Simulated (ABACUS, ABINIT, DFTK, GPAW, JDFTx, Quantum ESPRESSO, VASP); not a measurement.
# HfB: programs and potentials compared

```
Hf B
1.0
     0.00000    2.31000    2.31000
     2.31000    0.00000    2.31000
     2.31000    2.31000    0.00000
Hf B
1 1
Direct
  0.50000 0.50000 0.50000
  0.00000 0.00000 0.00000
```

Alike in all runs: task single point; functional PBE; k mesh 10 × 10 × 10; occupations fermi-dirac, width 0.05 eV; no spin polarisation; no spin-orbit coupling. Pressure is positive in compression and, in plane waves, holds the error of the finite cutoff.

```json
{"program and potentials": "VASP, PBE PAW files B, Hf_pv, 520 eV", "plane-wave cutoff (eV)": "520", "notes": "6.5 valence electrons an atom on average", "band gap (eV)": "no gap", "pressure (GPa)": "30.47"}
{"program and potentials": "DFTK, PseudoDojo SR PBE 0.4.1 standard (PBE)", "plane-wave cutoff (eV)": "1034", "notes": "7.5 valence electrons an atom on average", "band gap (eV)": "no gap", "pressure (GPa)": "30.66"}
{"program and potentials": "ABINIT, JTH PAW PBE v2.0", "plane-wave cutoff (eV)": "517", "notes": "7.5 valence electrons an atom on average", "band gap (eV)": "no gap", "pressure (GPa)": "30.81"}
{"program and potentials": "JDFTx, PseudoDojo-SR-PBE-0.5-standard", "plane-wave cutoff (eV)": "1034", "notes": "7.5 valence electrons an atom on average", "band gap (eV)": "no gap", "pressure (GPa)": "30.66"}
{"program and potentials": "GPAW, GPAW PAW data sets (gpaw-data 1.2.1)", "plane-wave cutoff (eV)": "800", "notes": "7.5 valence electrons an atom on average", "band gap (eV)": "no gap", "pressure (GPa)": "31.87"}
{"program and potentials": "Quantum ESPRESSO, SSSP 1.3 efficiency PBE", "plane-wave cutoff (eV)": "816", "notes": "7.5 valence electrons an atom on average", "band gap (eV)": "no gap", "pressure (GPa)": "30.66"}
{"program and potentials": "ABACUS, PseudoDojo NC SR 0.4.1 PBE standard, plane waves", "plane-wave cutoff (eV)": "1034", "notes": "7.5 valence electrons an atom on average", "band gap (eV)": "no gap", "pressure (GPa)": "30.66"}
```

None finds a gap. The pressure spans 30.47 (VASP, PBE PAW files B, Hf_pv, 520 eV) to 31.87 GPa (GPAW, GPAW PAW data sets (gpaw-data 1.2.1)). The cell lies far from this level's equilibrium.

The functional is the same throughout but for its coding, so the spread measures potentials, basis and numerics; runs on potential files found faulty are left out.

The absence of a gap follows from the electron count. The primitive cell holds an odd number of electrons, so without spin polarisation at least one band must be partly filled. In bonding terms, rocksalt HfB has an electron fewer than HfC, whose bonding bands of metal d and nonmetal p character are just filled. The Fermi level therefore probably falls within the p-d bonding states.

The positive pressure means that the lattice would expand if relaxed, as expected for boron, which is larger than carbon and leaves the bonding states incompletely filled.

Four of the runs agree at 30.66 GPa, which suggests that the choice of program matters little once the potentials are equivalent. VASP, with fewer valence electrons, lies only slightly lower, while the largest departure, GPAW at 31.87 GPa, occurs at the common valence count. The number of semicore electrons treated thus cannot explain the whole spread; details of the data set or the basis are more likely. Nothing here tests whether this monoboride is stable against hafnium metal and the well-known diboride.
